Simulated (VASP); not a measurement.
All values below come from PBE GGA, VASP's PBE PAW potentials (set 64) (plane waves; VASP).

VASP ran on this input.

### KPOINTS
```
Automatic mesh
0
Gamma
4 4 4
0 0 0
```

### POSCAR
```
InP
1
    0.0000000000     2.9413480000     2.9413480000
    2.9413480000     0.0000000000     2.9413480000
    2.9413480000     2.9413480000     0.0000000000
In P
1 1
Direct
  0.0000000000   0.0000000000   0.0000000000
  0.2500000000   0.2500000000   0.2500000000
```

**INCAR**
```
! general
SYSTEM =InP
PREC   =Accurate
ENCUT  =300
LREAL  =.False.
LASPH  =.True.

! electronic loop
EDIFF  =1E-6
NELM   =100
ALGO   =Normal
LMAXMIX=4

! smearing
ISMEAR =0
SIGMA  =0.02

! functional
GGA    =PE

! ions
ISIF   =2

! output
LWAVE  =.False.
LCHARG =.False.
```

POTCAR, in this order: In_d P (PBE.64 set). Program: vasp_std.

Output of the run:

**OSZICAR**
```
       N       E                     dE             d eps       ncg     rms          rms(c)
DAV:   1     0.985300467955E+02    0.98530E+02   -0.63959E+03   213   0.107E+03
DAV:   2    -0.310629016880E+01   -0.10164E+03   -0.99407E+02   238   0.285E+02
DAV:   3    -0.859025979559E+01   -0.54840E+01   -0.54718E+01   238   0.732E+01
DAV:   4    -0.872496940317E+01   -0.13471E+00   -0.13467E+00   288   0.131E+01
DAV:   5    -0.872986753297E+01   -0.48981E-02   -0.48981E-02   251   0.198E+00    0.564E+00
DAV:   6    -0.831007655365E+01    0.41979E+00   -0.79117E-01   309   0.152E+01    0.351E+00
DAV:   7    -0.827863507714E+01    0.31441E-01   -0.21120E-01   277   0.387E+00    0.128E+00
DAV:   8    -0.827958032268E+01   -0.94525E-03   -0.17536E-02   256   0.189E+00    0.366E-01
DAV:   9    -0.828047126273E+01   -0.89094E-03   -0.20887E-03   264   0.625E-01    0.189E-01
DAV:  10    -0.828057924796E+01   -0.10799E-03   -0.23215E-04   296   0.171E-01    0.136E-01
DAV:  11    -0.828063849446E+01   -0.59246E-04   -0.41976E-05   233   0.549E-02    0.381E-02
DAV:  12    -0.828065371196E+01   -0.15217E-04   -0.39838E-05   233   0.106E-01    0.189E-02
DAV:  13    -0.828065402142E+01   -0.30946E-06   -0.17215E-06   205   0.118E-02
   1 F= -.82806540E+01 E0= -.82806540E+01  d E =-.915301E-18
```

**OUTCAR**
```
------------------------ aborting loop because EDIFF is reached ----------------------------------------
  FORCE on cell =-STRESS in cart. coord.  units (eV):
  Direction    XX          YY          ZZ          XY          YZ          ZX
  --------------------------------------------------------------------------------------
  Total        0.7405543      0.7405543      0.7405543     -0.0000000     -0.0000000      0.0000000
  in kB       23.3130064     23.3130064     23.3130064     -0.0000000     -0.0000000      0.0000000
  external PRESSURE =      23.3130064 kB  Pullay stress =       0.0000000 kB
  volume of cell :       50.89
      direct lattice vectors                 reciprocal lattice vectors
     0.000000000  2.941348000  2.941348000    -0.169990086  0.169990086  0.169990086
     2.941348000  0.000000000  2.941348000     0.169990086 -0.169990086  0.169990086
     2.941348000  2.941348000  0.000000000     0.169990086  0.169990086 -0.169990086
  FREE ENERGIE OF THE ION-ELECTRON SYSTEM (eV)
  ---------------------------------------------------
  free  energy   TOTEN  =        -8.2806540214 eV

  energy  without entropy=       -8.2806540214  energy(sigma->0) =       -8.28065402
```
(Selected blocks of OUTCAR.)

At this cut-off the stress carries a Pulay error, which pulls relaxed volumes low.

The structure comes from a computed database's InP entry; how it stands against other phases isn't given here. The cell was not relaxed at this level. The k-mesh is coarse (spacing up to 0.46 per Å, 2π included), so the numbers may not be converged in it. The run is one of a series of settings (KPOINTS 4×4×4 Γ-centred mesh against the base run), some of them coarse on purpose.
